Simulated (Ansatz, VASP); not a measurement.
## Two plane-wave programs on CaBr

Contents of INCAR:

```
PREC = Accurate
ENCUT = 520
EDIFF = 1E-6
ISMEAR = 0
SIGMA = 0.15
LREAL = False
LASPH = True
NELM = 60
ALGO = Fast
ISIF = 2
LWAVE = False
LCHARG = False
GGA = PE
NBANDS = 16
```

Contents of KPOINTS:

```
Automatic mesh
0
Gamma
  15 15 12
```

Contents of POSCAR:

```
CaBr
1.0
    3.9170223818      0.0000000000      0.0000000000
   -1.9585111909      3.3922408898      0.0000000000
    0.0000000000      0.0000000000      4.3410340000
Ca Br
1 1
Direct
    0.0000000000      0.0000000000      0.0000000000
    0.3333333333      0.6666666667      0.5000000000
```

Input for Ansatz:

```yaml
crystal:
  lattice:
    - [3.9170223818, 0.0, 0.0]
    - [-1.9585111909, 3.3922408898, 0.0]
    - [0.0, 0.0, 4.341034]
  atoms:
    - { symbol: Ca, position: [0.0, 0.0, 0.0] }
    - { symbol: Br, position: [0.3333333333, 0.6666666667, 0.5] }
basis:
  ecutwfc: 420
kpoints:
  mp_grid: { grid: [15, 15, 12] }
hamiltonian:
  xc: pbe
scf:
  occupations: { method: gaussian, width: 0.15 }
output:
  forces: true
  stress: true
  eigenvalues: true
```

The cell comes from a database or a generator and needn't be the stable form of this composition.

Alike in both runs: task single point; functional PBE; k mesh 15 × 15 × 12; occupations gaussian, width 0.15 eV; no spin polarisation.

|  | VASP | Ansatz |
| --- | --- | --- |
| version | VASP 6.6.1 | Ansatz 0.2.0 |
| potentials or method | VASP PAW PBE potentials, release 64 (Ca_sv, Br) | scalar-relativistic, plane waves, PAW |
| plane-wave cutoff (eV) | 520 | 420 |
| valence electrons in the cell | 17 | 17 |

```tsv
	VASP	Ansatz	Ansatz less VASP
gap on the k mesh at the Fermi level (eV)	none	none	-
pressure (GPa)	0.4	0.3	-0.07
largest component of the traceless stress (GPa)	0.34	0.31	-0.021
```

A gap of «none» marks a metal or a gap that the smearing closes. The functional is the same, so the differences come from potentials, cutoffs and numerics.

Caveats: an odd number of electrons without spin polarisation forces a metal; a magnetic or distorted state may lie lower.
